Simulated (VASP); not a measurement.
Input:

```
CELL_PARAMETERS angstrom
      3.71824     0.00000     0.00000
      0.00000     3.71824     0.00000
      0.00000     0.00000     3.71824
ATOMIC_POSITIONS crystal
  Hg 0.00000 0.00000 0.00000
  Te 0.50000 0.50000 0.50000
```

The numbers are results of PBEsol GGA, VASP's PBE PAW potentials (set 64) (plane waves; VASP), not measurements. Run with 400 eV cut-off, Gaussian smearing of 0.050 eV, potentials Hg Te.

Task: Give the energies of bands 2 to 12 at the high-symmetry points, in eV from the Fermi level.

Result: 
```tsv
band	Γ	X	M	R
2	-6.73	-7.46	-6.58	-7.16
3	-6.73	-6.65	-6.36	-7.16
4	-6.17	-6.53	-6.36	-7.16
5	-6.17	-6.53	-5.90	-5.89
6	-6.17	-6.15	-5.80	-5.89
7	-2.03	-5.44	-4.40	-1.50
8	-0.96	0.81	-4.40	-1.50
9	-0.96	0.81	-2.92	-1.50
10	-0.96	2.77	0.75	-1.04
11	5.64	3.14	6.88	1.03
12	5.64	5.68	6.88	1.03
```

It has no gap at this level: it comes out as a metal or semimetal.

The structure was generated: HgTe was put into the CsCl type type (Pm-3m), which need not be its known phase. It was relaxed first, which changed the volume by +19 %.
